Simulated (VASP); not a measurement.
# Be3CCl2 (P-62m) in VASP: further runs

The runs below take Be3CCl2 through single point, relaxation of cell and atoms, with PBE.

All numbers are computed with VASP 6.6.1; they aren't measurements. Logs are shortened: lines on timing, memory, paths and dates and some standing lists are left out, and cuts for length are marked.

## (1) The structure

Symmetry: P-62m, No. 189, hexagonal system. Conventional cell: a = 5.657 Å, b = 5.657 Å, c = 2.793 Å, α = 90.00°, β = 90.00°, γ = 120.00°. Around Be (site symmetry m2m) lie 2 C at 1.85 Å and 2 Be at 2.10 Å. Around C (site symmetry -62m) lie 6 Be at 1.85 Å. Around Cl (site symmetry -6) lie 6 Be at 2.69 Å and 2 Cl at 2.79 Å.

The cell was built by a generator and needn't be a form met in nature.

## (2) Single point, PBE

Input file INCAR:

```
ALGO     = Normal         # electronic algorithm
EDIFF    = 1E-6           # SCF threshold, eV
ENCUT    = 520            # plane-wave cutoff, eV
GGA      = PE             # functional
ISIF     = 2              # what is computed and relaxed
ISMEAR   = 0              # smearing method
LASPH    = True           # aspherical terms in the spheres
LCHARG   = True           # write CHGCAR
LELF     = True           # ELF
LREAL    = False          # projectors in reciprocal space
LVHAR    = True         
LWAVE    = False          # write WAVECAR
NBANDS   = 21             # bands
NELM     = 100            # most SCF steps
PREC     = Accurate       # precision mode
SIGMA    = 0.02           # smearing width, eV
```

Input file KPOINTS:

```
k-points
0
Gamma
  6 6 10
```

Input file POSCAR:

```
Be3CCl2
1.0
    5.6574708948      0.0000000000      0.0000000000
   -2.8287354474      4.8995135161      0.0000000000
    0.0000000000      0.0000000000      2.7931932381
Be C Cl
3 1 2
Direct
    0.0000000000      0.7856456369      0.0000000000
    0.7856456369      0.0000000000      0.0000000000
    0.2143543631      0.2143543631      0.0000000000
    0.0000000000      0.0000000000      0.5000000000
    0.6666666667      0.3333333333      0.5000000000
    0.3333333333      0.6666666667      0.5000000000
```

Potentials or basis: VASP PAW PBE potentials, release 64 (Be, C, Cl).

Started as:

```console
$ cat potpaw_PBE.64/Be/POTCAR potpaw_PBE.64/C/POTCAR potpaw_PBE.64/Cl/POTCAR > POTCAR
$ mpirun -np 1 vasp_std > vasp.out
```

OUTCAR:

```text
EDIFF = 1E-6
   ENCUT = 520
   GGA = PE
   ISIF = 2
   ISMEAR = 0
   LASPH = True
   LREAL = False
   NELM = 100
   PREC = Accurate

 ion  position               nearest neighbor table
   1  0.000  0.786  0.000-   4 1.85   4 1.85   2 2.10   3 2.10
   2  0.786  0.000  0.000-   4 1.85   4 1.85   1 2.10   3 2.10
   3  0.214  0.214  0.000-   4 1.85   4 1.85   2 2.10   1 2.10
   4  0.000  0.000  0.500-   2 1.85   2 1.85   3 1.85   1 1.85   1 1.85   3 1.85
   5  0.667  0.333  0.500-
   6  0.333  0.667  0.500-

  LATTYP: Found a hexagonal cell.
 ALAT       =     5.6574708948
 C/A-ratio  =     0.4937176505

  Lattice vectors:

 A1 = (   5.6574708948,   0.0000000000,   0.0000000000)
 A2 = (  -2.8287354474,   4.8995135161,   0.0000000000)
 A3 = (   0.0000000000,   0.0000000000,   2.7931932381)

Analysis of symmetry for initial positions (statically):
=====================================================================
 Subroutine PRICEL returns:
 Original cell was already a primitive cell.

 Routine SETGRP: Setting up the symmetry group for a
 hexagonal supercell.

 Subroutine GETGRP returns: Found 12 space group operations
 (whereof 12 operations were pure point group operations)
 out of a pool of 24 trial point group operations.

The static configuration has the point symmetry D_3h.

Analysis of symmetry for dynamics (positions and initial velocities):
=====================================================================
 Subroutine PRICEL returns:
 Original cell was already a primitive cell.

 Routine SETGRP: Setting up the symmetry group for a
 hexagonal supercell.

 Subroutine GETGRP returns: Found 12 space group operations
 (whereof 12 operations were pure point group operations)
 out of a pool of 24 trial point group operations.

The dynamic configuration has the point symmetry D_3h.

 Subroutine INISYM returns: Found 12 space group operations
 (whereof 12 operations are pure point group operations),
 and found     1 'primitive' translations

----------------------------------------------------------------------------------------

                                     Primitive cell

  volume of cell :      77.4241

  direct lattice vectors                    reciprocal lattice vectors
     5.657470895  0.000000000  0.000000000     0.176757427  0.102050948  0.000000000
    -2.828735447  4.899513516  0.000000000     0.000000000  0.204101896  0.000000000
     0.000000000  0.000000000  2.793193238     0.000000000  0.000000000  0.358013182

  length of vectors
     5.657470895  5.657470895  2.793193238     0.204101896  0.204101896  0.358013182

  position of ions in fractional coordinates (direct lattice)
     0.000000000  0.785645637  0.000000000
     0.785645637  0.000000000  0.000000000
     0.214354363  0.214354363  0.000000000
     0.000000000  0.000000000  0.500000000
     0.666666667  0.333333333  0.500000000
     0.333333333  0.666666667  0.500000000

  ion indices of the primitive-cell ions
   primitive index   ion index
                 1           1
                 2           2
                 3           3
                 4           4
                 5           5
                 6           6

----------------------------------------------------------------------------------------

 KPOINTS: k-points

Automatic generation of k-mesh.
 Grid dimensions read from file:
 generate k-points for:    6    6   10

 Generating k-lattice:

  Cartesian coordinates                     Fractional coordinates (reciprocal lattice)
     0.029459571  0.017008491  0.000000000     0.166666667  0.000000000  0.000000000
     0.000000000  0.034016983  0.000000000     0.000000000  0.166666667  0.000000000
     0.000000000  0.000000000  0.035801318     0.000000000  0.000000000  0.100000000

  Length of vectors
     0.034016983  0.034016983  0.035801318

  Shift w.r.t. Gamma in fractional coordinates (k-lattice)
     0.000000000  0.000000000  0.000000000

 Subroutine IBZKPT returns following result:
 ===========================================

 Found     42 irreducible k-points:

 Following reciprocal coordinates:
            Coordinates               Weight
  0.000000  0.000000  0.000000      1.000000
  0.166667  0.000000  0.000000      6.000000
  0.333333  0.000000  0.000000      6.000000
  0.500000 -0.000000  0.000000      3.000000
  0.166667  0.166667  0.000000      6.000000
  0.333333  0.166667  0.000000     12.000000
[... 16 lines left out ...]
  0.166667  0.000000  0.300000     12.000000
  0.333333  0.000000  0.300000     12.000000
 [... further k-points ...]
   k-points           NKPTS =     42   k-points in BZ     NKDIM =     42   number of bands    NBANDS=     21
   number of dos      NEDOS =    301   number of ions     NIONS =      6
   total plane-waves  NPLWV =  42336
   dimension x,y,z NGX =    42 NGY =   42 NGZ =   24
   dimension x,y,z NGXF=    84 NGYF=   84 NGZF=   48
   ions per type =               3   1   2
   NGX,Y,Z   is equivalent  to a cutoff of  12.34, 12.34, 14.28 a.u.
   NGXF,Y,Z  is equivalent  to a cutoff of  24.68, 24.68, 28.57 a.u.
 SYSTEM =  unknown system
   PREC   = accura    normal or accurate (medium, high low for compatibility)
   ISTART =      0    job   : 0-new  1-cont  2-samecut
   ICHARG =      2    charge: 1-file 2-atom 10-const
   ISPIN  =      1    spin polarized calculation?
   LNONCOLLINEAR =      F non collinear calculations
   LSORBIT =      F    spin-orbit coupling
   LASPH  =      T    aspherical Exc in radial PAW
   ENCUT  =  520.0 eV  38.22 Ry    6.18 a.u.  10.52 10.52  5.19*2*pi/ulx,y,z
   NELM   =    100;   NELMIN=  2; NELMDL= -5     # of ELM steps
   EDIFF  = 0.1E-05   stopping-criterion for ELM
   LREAL  =      F    real-space projection
   EDIFFG = 0.1E-04   stopping-criterion for IOM
   NSW    =      0    number of steps for IOM
   IBRION =     -1    ionic relax: 0-MD 1-quasi-New 2-CG
   NFREE  =      0    steps in history (QN), initial steepest desc. (CG)
   ISIF   =      2    stress and relaxation
   ISYM   =      2    0-nonsym 1-usesym 2-fastsym
   POTIM  = 0.5000    time-step for ionic-motion
   TEBEG  =    0.0;   TEEND  =   0.0 temperature during run
   PSTRESS=    0.0 pullay stress
   NELECT =      24.0000    total number of electrons
   NUPDOWN=      -1.0000    fix difference up-down
   EMIN   =  10.00;   EMAX   =-10.00  energy-range for DOS
   EFERMI =   0.00;   METHOD = LEGACY
   ISMEAR =     0;   SIGMA  =   0.02  broadening in eV -4-tet -1-fermi 0-gaus
   EFERMI_NEDOS =   21; number of points for ismear=-14 and -15
   IALGO  =     38    algorithm
   IMIX   =      4    mixing-type and parameters
     AMIX     =   0.40;   BMIX     =  1.00
     AMIX_MAG =   1.60;   BMIX_MAG =  1.00
  volume/ion in A,a.u.               =      12.90        87.08
  Fermi-wavevector in a.u.,A,eV,Ry     =   1.107949  2.093720 16.701849  1.227551
  Thomas-Fermi vector in A             =   2.244470
   LORBIT       =      0    0 simple, 1 ext, 2 COOP (PROOUT), +10 PAW based schemes
   GGA     = PE    functional components
   LHFCALC =     F    Hartree Fock is set to
   AEXX    =    0.0000 exact exchange contribution
   IVDW    =     0    specifies the selected vdW correction
   LEPSILON=     F    determine dielectric tensor
   LRPA    =     F    only Hartree local field effects (RPA)
 non-spin polarized calculation
 Gauss-broadening in eV      SIGMA  =   0.02
  energy-cutoff  :      520.00
  volume of cell :       77.42
 maximum number of plane-waves:      2110
   NGX = 21   NGY = 21   NGZ = 11

 number of electron      23.9999996 magnetization

 Free energy of the ion-electron system (eV)
  ---------------------------------------------------
  ext. energy  EPLUGINS =         0.00000000
  ---------------------------------------------------
  free energy    TOTEN  =       -23.74453618 eV

  energy without entropy =      -23.74453618  energy(sigma->0) =      -23.74453618

 E-fermi :   4.8254     XC(G=0):  -9.8221

 val. band max:        4.6856670029   @ k =   0.0000   0.0000   0.0000
 cond. band min:       5.3677191927   @ k =   0.5000  -0.0000   0.5000
 fundamental gap:      0.6820521898
 Fermi energy:         4.8254091293

 k-point     1 :       0.0000    0.0000    0.0000
  band No.  band energies     occupation
      1     -11.7419      2.00000
      2     -10.8208      2.00000
      3      -7.1802      2.00000
      4      -1.1123      2.00000
      5      -1.1123      2.00000
      6      -0.7039      2.00000
[... 13 lines left out ...]
     20      13.9320      0.00000
     21      13.9321      0.00000

 k-point     2 :       0.1667    0.0000    0.0000
  band No.  band energies     occupation
      1     -11.6882      2.00000
      2     -10.8790      2.00000
      3      -7.2318      2.00000
      4      -1.5209      2.00000
      5      -1.3285      2.00000
      6      -0.1259      2.00000
[... 13 lines left out ...]
     20      13.5785      0.00000
     21      13.9191      0.00000

 k-point     3 :       0.3333    0.0000    0.0000
  band No.  band energies     occupation
      1     -11.5482      2.00000
      2     -11.0267      2.00000
      3      -7.3391      2.00000
      4      -1.8723      2.00000
      5      -1.0841      2.00000
      6       0.5877      2.00000
[... 13 lines left out ...]
     20      13.6284      0.00000
     21      13.8850      0.00000
[... 457 lines left out ...]
 k-point    23 :       0.1667    0.0000    0.3000
  band No.  band energies     occupation
      1     -10.8137      2.00000
      2     -10.0743      2.00000
      3      -6.0857      2.00000
      4      -0.6903      2.00000
      5      -0.4921      2.00000
      6      -0.3002      2.00000
[... 13 lines left out ...]
     20      13.7391      0.00000
     21      14.1472      0.00000

 k-point    24 :       0.3333    0.0000    0.3000
  band No.  band energies     occupation
      1     -10.6839      2.00000
      2     -10.2072      2.00000
      3      -6.1931      2.00000
      4      -0.8411      2.00000
      5      -0.5425      2.00000
      6      -0.0252      2.00000
[... 13 lines left out ...]
     20      13.2068      0.00000
     21      13.7323      0.00000

 [... further k-points ...]

------------------------ aborting loop because EDIFF is reached ----------------------------------------

  FORCE on cell =-STRESS in cart. coord.  units (eV):
  Direction    XX          YY          ZZ          XY          YZ          ZX
  --------------------------------------------------------------------------------------
  -------------------------------------------------------------------------------------
  Total        0.0477558      0.0477558      0.0655673      0.0000000      0.0000000      0.0000000
  in kB        0.9882364      0.9882364      1.3568180      0.0000000      0.0000000      0.0000000
  external PRESSURE =       1.1110969 kB  Pullay stress =       0.0000000 kB

 VOLUME and BASIS-vectors are now :
 -----------------------------------------------------------------------------
  energy-cutoff  :      520.00
  volume of cell :       77.42
      direct lattice vectors                 reciprocal lattice vectors
     5.657470895  0.000000000  0.000000000     0.176757427  0.102050948  0.000000000
    -2.828735447  4.899513516  0.000000000     0.000000000  0.204101896  0.000000000
     0.000000000  0.000000000  2.793193238     0.000000000  0.000000000  0.358013182

 POSITION                                       TOTAL-FORCE (eV/Angst)
 -----------------------------------------------------------------------------------
     -2.22238      3.84928      0.00000         0.015101     -0.026155      0.000000
      4.44477      0.00000      0.00000        -0.030201      0.000000      0.000000
      0.60635      1.05023      0.00000         0.015101      0.026155     -0.000000
      0.00000      0.00000      1.39660        -0.000000      0.000000      0.000000
      2.82874      1.63317      1.39660        -0.000000     -0.000000      0.000000
     -0.00000      3.26634      1.39660        -0.000000     -0.000000      0.000000
 -----------------------------------------------------------------------------------
    total drift:                                0.000000      0.000000     -0.000000

  FREE ENERGIE OF THE ION-ELECTRON SYSTEM (eV)
  ---------------------------------------------------
  free  energy   TOTEN  =       -23.7445361827 eV

  energy  without entropy=      -23.7445361827  energy(sigma->0) =      -23.74453618
```

Run time: 34 s. Hardware: 1 thread of Intel Xeon 6975P-C (Granite Rapids), shared host; peak memory 0.22 GiB.

Results:

| Item | Value |
| --- | --- |
| Free energy | -23.7445 eV |
| Pressure | 0.1 GPa |
| Largest force | 0.030 eV/Å |
| Band gap on the k mesh | 0.68 eV, indirect (least direct gap 1.52 eV) |

Forces in eV/Å, atoms in the order of the input:
```
Be   0.015 -0.026  0.000
Be  -0.030  0.000  0.000
Be   0.015  0.026  0.000
C    0.000  0.000  0.000
Cl   0.000  0.000  0.000
Cl   0.000  0.000  0.000
```

Levels at points of the mesh, in eV from the valence-band top:
| k point | band 10 | band 11 | band 12 | band 13 | band 14 | band 15 |
| --- | --- | --- | --- | --- | --- | --- |
| (0.00, 0.00, 0.00) | -1.07 | -0.10 | 0.00 | 1.58 | 5.57 | 5.57 |
| (0.50, 0.00, 0.00) | -0.66 | -0.44 | -0.17 | 2.46 | 4.01 | 4.04 |
| (0.00, 0.00, 0.50) | -3.32 | -0.45 | -0.45 | 1.22 | 1.22 | 2.35 |
| (0.50, 0.00, 0.50) | -2.06 | -1.26 | -0.94 | 0.68 | 2.16 | 2.31 |

(Part 1 of 3 ends here.)
